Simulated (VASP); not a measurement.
A run of VASP 6.6.1 is set up as follows.

INCAR

```
SYSTEM = GaAs
ALGO = Normal
EDIFF = 1E-8
ENCUT = 520
GGA = PE
IBRION = 8
ISIF = 2
ISMEAR = 0
LASPH = .TRUE.
LCHARG = .FALSE.
LEPSILON = .TRUE.
LREAL = .FALSE.
LWAVE = .FALSE.
NELM = 80
NSW = 1
PREC = Accurate
SIGMA = 0.02
```

Contents of KPOINTS:

```
k-points
0
G
  2 2 2
  0 0 0
```

POSCAR

```
GaAs                                    
1.0
    0.0000000000      3.0618229762      3.0618229762
    3.0618229762      0.0000000000      3.0618229762
    3.0618229762      3.0618229762     -0.0000000000
  Ga              As            
     1     1
Direct
     0.0000000000000000    0.0000000000000000    0.0000000000000000
     0.2500000000000000    0.2500000000000000    0.2500000000000000
```

Potentials or basis: VASP PAW PBE potentials, release 64 (Ga_d, As).

Launch:

```bash
$ cat potpaw_PBE.64/Ga_d/POTCAR potpaw_PBE.64/As/POTCAR > POTCAR
$ mpirun -np 1 vasp_std > vasp.out
```

**Question.** What does it give for the electronic dielectric tensor (diagonal)?

**Answer.** 156.57.

**Question.** Estimate the Born charges (mean of the diagonal).

**Answer.** Ga +8.13; As -8.13 e.

**Question.** What does it give for the highest phonon frequency at Γ?

**Answer.** 0 cm⁻¹.

Electronic dielectric tensor:
```
156.57   0.00   0.00
  0.00 156.57   0.00
  0.00   0.00 156.57
```

Caveat: the k mesh is coarse (spacing up to 0.89 Å⁻¹), so the values aren't converged; some modes are imaginary.
